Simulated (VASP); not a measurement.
VASP runs on FeS₂ (space group Pnnm) share one base input (PBE GGA, plane waves, VASP's PBE PAW potentials (set 64)) and change the settings named in each case.

File POSCAR:
```
FeS2
1
    4.4256200000     0.0000000000     0.0000000000
    0.0000000000     5.3965300000     0.0000000000
    0.0000000000     0.0000000000     3.3777000000
Fe S
2 4
Direct
  0.5000000000   0.5000000000   0.5000000000
  0.0000000000   0.0000000000   0.0000000000
  0.2995900000   0.8781800000   0.5000000000
  0.7004100000   0.1218200000   0.5000000000
  0.7995900000   0.6218200000   0.0000000000
  0.2004100000   0.3781800000   0.0000000000
```

INCAR:
```
! general
SYSTEM  = FeS2
PREC    = Accurate
ENCUT   = 300   ! plane-wave cut-off (eV)
LREAL   = .FALSE.
LASPH   = .TRUE.   ! aspherical one-centre terms

! electronic loop
EDIFF   = 1E-6   ! SCF stop (eV)
NELM    = 100
ALGO    = Normal
LMAXMIX = 4

! smearing
ISMEAR  = -1
SIGMA   = 0.01   ! width (eV)

! functional
GGA     = PE

! ions
ISIF    = 2   ! forces and stress, cell fixed

! output
LWAVE   = .FALSE.
LCHARG  = .FALSE.
```

**KPOINTS**
```
Automatic mesh
0
Gamma
4 3 5
0 0 0
```

POTCAR, in this order: Fe S (PBE.64 set). Program: vasp_std.

```json
[
 {"change": "base run", "E(σ→0) (eV/atom)": "-6.0126", "pressure (GPa)": "0.87"},
 {"change": "GGA = PS", "E(σ→0) (eV/atom)": "-6.5800", "pressure (GPa)": "…"},
 {"change": "KPOINTS 2×2×3 Γ-centred mesh", "E(σ→0) (eV/atom)": "-5.9985", "pressure (GPa)": "1.12"},
 {"change": "LDAU = .TRUE., LDAUJ = 0 0, LDAUL = 2 -1, LDAUTYPE = 2, LDAUU = 4.0 0", "E(σ→0) (eV/atom)": "-4.7853", "pressure (GPa)": "…"}
]
```

**Question.** Complete the blanks.

**Answer.** 
- LDAU = .TRUE., LDAUJ = 0 0, LDAUL = 2 -1, LDAUTYPE = 2, LDAUU = 4.0 0, pressure (GPa): 5.31
- GGA = PS, pressure (GPa): -5.87

Energies of different potentials or functionals have different zeros.  At 300 eV the pressure can carry a Pulay error.

Left out are runs that ran out of time, are held back, or changed the cell or the kind of run, fixed moments of cells without a moment, rows past the twelfth, gaps on odd meshes, pressures of charged cells and columns that move by less than the noise.

The structure comes from a computed database's FeS2 entry (Pnnm); how it stands against other phases isn't given here. The cell was not relaxed at this level. The run is not spin-polarised, so no magnetic state was tried.
